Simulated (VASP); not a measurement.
Given:

```yaml
crystal:
  lattice:
    - [1.23308, -2.13575, 0.00000]
    - [1.23308, 2.13575, 0.00000]
    - [0.00000, 0.00000, 6.62867]
  atoms:
    - { symbol: C, position: [0.00000, 0.00000, 0.25000] }
    - { symbol: C, position: [0.00000, 0.00000, 0.75000] }
    - { symbol: C, position: [0.33333, 0.66667, 0.25000] }
    - { symbol: C, position: [0.66667, 0.33333, 0.75000] }
```

Level of theory: rev-vdW-DF2, VASP's PBE PAW potentials (set 64) (plane waves; VASP). Numerical set-up: 520 eV cut-off, 11×11×4 Γ-centred mesh, tetrahedra with Blöchl corrections, potentials C.

Task: What does the run give for the energy per atom (σ→0)?

Result: 
energy per atom (σ→0): -799.9 kJ/mol of atoms

Total energies compare only between runs with the same potentials, cut-off and functional.

The compound is C in the graphite structure. It was relaxed first.
